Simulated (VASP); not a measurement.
All values below come from PBE GGA, VASP's PBE PAW potentials (set 64) (plane waves; VASP 6.6.1).

VASP ran on this input.

**INCAR**
```
SYSTEM = Re
PREC = Accurate; ENCUT = 400; LREAL = F
LASPH = T
EDIFF = 1E-6; NELM = 100; ALGO = Normal
IMIX = 1; AMIX = 0.2; BMIX = 3.0
LMAXMIX = 6
ISMEAR = 1; SIGMA = 0.1
GGA = PE
ISIF = 2
LWAVE = F; LCHARG = F
```

KPOINTS:
```
kpoints
0
Gamma
 14 14 8
0 0 0
```

**POSCAR**
```
Re
1
    1.3497720000    -2.3483580000     0.0000000000
    1.3497720000     2.3483580000     0.0000000000
    0.0000000000     0.0000000000     4.4494970000
Re
2
Direct
  0.3333330000   0.6666670000   0.2500000000
  0.6829170000   0.3495830000   0.7500000000
```

POTCAR, in this order: Re (PBE.64 set). Program: vasp_std.

Unless said otherwise, spin-orbit coupling is left out, though it shifts the bands of the heavy elements here.

Task: Predict the energy per atom (σ→0), pressure, largest force, band gap (on the k-mesh).

Result: 
```json
{
  "energy per atom (σ→0)": "-12.359 eV/atom",
  "band gap (on the k-mesh)": "none (metal, semimetal or under 0.01 eV)",
  "pressure": "24.42 GPa",
  "largest_force": "0.247 eV/Å"
}
```

File OSZICAR:
```
...
DAV:  39    -0.247185645402E+02   -0.78941E-05   -0.21410E-05 14334   0.625E-02    0.268E-01
DAV:  40    -0.247185701839E+02   -0.56438E-05   -0.18013E-06  7864   0.604E-02    0.233E-01
DAV:  41    -0.247185742148E+02   -0.40309E-05   -0.32589E-06  8891   0.454E-02    0.200E-01
DAV:  42    -0.247185774336E+02   -0.32188E-05   -0.56196E-06 11242   0.350E-02    0.167E-01
DAV:  43    -0.247185797367E+02   -0.23031E-05   -0.21286E-06  8358   0.350E-02    0.141E-01
DAV:  44    -0.247185812185E+02   -0.14818E-05   -0.57265E-07  6670   0.256E-02    0.121E-01
DAV:  45    -0.247185822172E+02   -0.99875E-06   -0.92931E-07  6884   0.226E-02
   1 F= -.24718582E+02 E0= -.24718642E+02  d E =0.178226E-03
```

The compound is Re in the hcp structure. The cell was not relaxed at this level, atoms are displaced from their ideal sites. The run is one of a series of settings (AMIX = 0.2, BMIX = 3.0, IMIX = 1 against the base run), some of them coarse on purpose.
